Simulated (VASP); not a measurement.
Data:

```yaml
crystal:
  lattice:
    - [6.12183, 0.00000, 0.00000]
    - [0.00000, 6.12183, 0.00000]
    - [0.00000, 0.00000, 6.12183]
  atoms:
    - { symbol: Cs, position: [0.00000, 0.00000, 0.00000] }
    - { symbol: Pb, position: [0.50000, 0.50000, 0.50000] }
    - { symbol: Br, position: [0.50000, 0.00000, 0.50000] }
    - { symbol: Br, position: [0.00000, 0.50000, 0.50000] }
    - { symbol: Br, position: [0.50000, 0.50000, 0.00000] }
```

Computed with revPBE GGA, VASP's PBE PAW potentials (set 64) (plane waves; VASP). Numerical set-up: 520 eV cut-off, Gaussian smearing of 0.050 eV, potentials Cs_sv Pb_d Br.

Unless said otherwise, spin-orbit coupling is left out, though it shifts the bands of the heavy elements here.

Give the energies of bands 13 to 25 at the high-symmetry points, in eV from the valence-band maximum.

| band | Γ | X | M | R |
|---|---|---|---|---|
| 13 | -6.70 | -7.20 | -7.65 | -7.86 |
| 14 | -3.26 | -3.18 | -3.06 | -1.96 |
| 15 | -3.26 | -3.18 | -2.08 | -1.96 |
| 16 | -3.26 | -1.89 | -1.62 | -1.96 |
| 17 | -1.37 | -1.50 | -1.62 | -1.59 |
| 18 | -1.37 | -1.50 | -1.60 | -1.59 |
| 19 | -1.37 | -1.46 | -1.54 | -1.00 |
| 20 | -1.31 | -1.37 | -1.54 | -1.00 |
| 21 | -1.31 | -1.37 | -1.01 | -1.00 |
| 22 | -1.31 | -1.03 | -0.51 | 0.00 |
| 23 | 3.81 | 2.82 | 2.45 | 2.04 |
| 24 | 5.02 | 5.10 | 2.45 | 2.04 |
| 25 | 5.02 | 5.31 | 4.97 | 2.04 |

The gap is direct, 2.04 eV, from the valence maximum at R to the conduction minimum at R.

The compound is CsPbBr3 in the cubic perovskite structure, the ideal cubic form; the compound distorts at low or room temperature. It was relaxed first, which changed the volume by +13 %.
